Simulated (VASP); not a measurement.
These are SCAN meta-GGA, VASP's PBE PAW potentials (set 64) (plane waves; VASP) values and carry that method's errors.

A VASP calculation is set up with these files.

### INCAR
```
METAGGA = SCAN
ALGO = Normal
LMAXMIX = 4   ! l cut-off of mixed one-centre charges
SYSTEM = PbSe
LASPH = .True.   ! aspherical one-centre terms
LMIXTAU = .True.
PREC = Accurate
LCHARG = .False.
ENCUT = 520   ! plane-wave cut-off (eV)
LWAVE = .False.
EDIFF = 1E-7
NELM = 100
LREAL = .False.   ! projection in real space or not
ISIF = 2   ! forces and stress, cell fixed
ISMEAR = 0   ! Gaussian
SIGMA = 0.05   ! width (eV)
```

### POSCAR
```
PbSe
1.0
  0.0000000000   3.0463335493   3.0463335493
  3.0463335493   0.0000000000   3.0463335493
  3.0463335493   3.0463335493   0.0000000000
Pb Se
1 1
direct
  0.0000000000   0.0000000000   0.0000000000
  0.5000000000   0.5000000000   0.5000000000
```

### KPOINTS
```
Automatic mesh
0
Gamma
8 8 8
0 0 0
```

POTCAR, in this order: Pb_d Se (PBE.64 set). Program: vasp_std.

What VASP printed:

### OSZICAR
```
       N       E                     dE             d eps       ncg     rms          rms(c)
DAV:   1     0.719797517223E+02    0.71980E+02   -0.10093E+04   818   0.152E+03
DAV:   2    -0.887809781505E+02   -0.16076E+03   -0.15683E+03   848   0.357E+02
DAV:   3    -0.101302757191E+03   -0.12522E+02   -0.12239E+02  1088   0.106E+02
DAV:   4    -0.101581149113E+03   -0.27839E+00   -0.27829E+00   842   0.186E+01
DAV:   5    -0.101591088239E+03   -0.99391E-02   -0.99390E-02  1094   0.370E+00    0.281E+00
DAV:   6    -0.968328526711E+02    0.47582E+01   -0.34312E+00   968   0.400E+01    0.181E+00
DAV:   7    -0.968613506823E+02   -0.28498E-01   -0.11561E+00   818   0.157E+01    0.141E+00
DAV:   8    -0.970187470882E+02   -0.15740E+00   -0.73728E-01   812   0.830E+00    0.622E-01
DAV:   9    -0.969321947337E+02    0.86552E-01   -0.25357E-01   812   0.651E+00    0.355E-01
DAV:  10    -0.969214188702E+02    0.10776E-01   -0.89561E-02   848   0.333E+00    0.120E-01
DAV:  11    -0.969262078251E+02   -0.47890E-02   -0.85208E-02   818   0.329E+00    0.176E-01
DAV:  12    -0.969325347815E+02   -0.63270E-02   -0.33438E-03   836   0.677E-01    0.978E-02
DAV:  13    -0.969318661331E+02    0.66865E-03   -0.20335E-03   824   0.307E-01    0.277E-02
DAV:  14    -0.969336644317E+02   -0.17983E-02   -0.23591E-03   824   0.535E-01    0.376E-02
DAV:  15    -0.969337286973E+02   -0.64266E-04   -0.84676E-05   908   0.125E-01    0.190E-02
DAV:  16    -0.969337321296E+02   -0.34324E-05   -0.13025E-05   866   0.459E-02    0.136E-02
DAV:  17    -0.969337638380E+02   -0.31708E-04   -0.37777E-05   812   0.801E-02    0.348E-03
DAV:  18    -0.969337563099E+02    0.75281E-05   -0.68734E-06   866   0.390E-02    0.308E-03
DAV:  19    -0.969337585776E+02   -0.22677E-05   -0.44259E-06   848   0.241E-02    0.197E-03
DAV:  20    -0.969337562221E+02    0.23555E-05   -0.10539E-06   908   0.136E-02    0.549E-04
DAV:  21    -0.969337555371E+02    0.68503E-06   -0.47314E-08   490   0.334E-03    0.160E-04
DAV:  22    -0.969337554849E+02    0.52145E-07   -0.25284E-08   448   0.191E-03
   1 F= -.96933755E+02 E0= -.96933755E+02  d E =-.164005E-11
```

File OUTCAR:
```
------------------------ aborting loop because EDIFF is reached ----------------------------------------
  FORCE on cell =-STRESS in cart. coord.  units (eV):
  Direction    XX          YY          ZZ          XY          YZ          ZX
  --------------------------------------------------------------------------------------
  Total        0.6089917      0.6089917      0.6089917     -0.0000000      0.0000000     -0.0000000
  in kB       17.2567725     17.2567725     17.2567725     -0.0000000      0.0000000     -0.0000000
  external PRESSURE =      17.2567725 kB  Pullay stress =       0.0000000 kB
  volume of cell :       56.54
      direct lattice vectors                 reciprocal lattice vectors
     0.000000000  3.046333549  3.046333549    -0.164131731  0.164131731  0.164131731
     3.046333549  0.000000000  3.046333549     0.164131731 -0.164131731  0.164131731
     3.046333549  3.046333549  0.000000000     0.164131731  0.164131731 -0.164131731
  FREE ENERGIE OF THE ION-ELECTRON SYSTEM (eV)
  ---------------------------------------------------
  free  energy   TOTEN  =       -96.9337554849 eV

  energy  without entropy=      -96.9337554849  energy(sigma->0) =      -96.93375548
```
(Selected blocks of OUTCAR.)

### OUTCAR
```
 val. band max:        4.9954780283   @ k =   0.5000   0.0000   0.0000

 cond. band min:       5.4524123707   @ k =   0.5000   0.0000   0.0000


 Fermi energy:         5.2118581860

 k-point     1 :       0.0000    0.0000    0.0000
  band No.  band energies     occupation
      1     -12.3131      2.00000
      2     -12.3131      2.00000
      3     -12.2897      2.00000
      4     -12.2895      2.00000
      5     -12.2895      2.00000
      6      -9.3208      2.00000
      7      -1.5436      2.00000
      8       2.9104      2.00000
      9       2.9104      2.00000
     10       2.9105      2.00000
     11       9.8118      0.00000
     12       9.8118      0.00000
     13       9.8123      0.00000
     14      12.0741      0.00000

 k-point     2 :       0.1250    0.0000    0.0000
  band No.  band energies     occupation
      1     -12.3162      2.00000
      2     -12.3162      2.00000
      3     -12.2890      2.00000
      4     -12.2857      2.00000
      5     -12.2856      2.00000
      6      -9.1941      2.00000
      7      -1.9917      2.00000
      8       2.9603      2.00000
      9       2.9604      2.00000
     10       3.2379      2.00000
     11       8.8135      0.00000
     12       9.1428      0.00000
     13       9.1431      0.00000
     14      11.8300      0.00000

 k-point     3 :       0.2500    0.0000    0.0000
  band No.  band energies     occupation
      1     -12.3255      2.00000
      2     -12.3253      2.00000
      3     -12.2879      2.00000
      4     -12.2743      2.00000
      5     -12.2742      2.00000
      6      -8.8449      2.00000
      7      -2.9610      2.00000
      8       3.1036      2.00000
      9       3.1037      2.00000
     10       3.8836      2.00000
     11       7.3257      0.00000
     12       7.9880      0.00000
     13       7.9884      0.00000
     14      12.0198      0.00000

 k-point     4 :       0.3750    0.0000    0.0000
  band No.  band energies     occupation
...
```

Unless said otherwise, spin-orbit coupling is left out, though it shifts the bands of the heavy elements here.

The compound is PbSe in the rock salt structure. This cell is one point of a volume scan, at 0.97 of the reference volume.
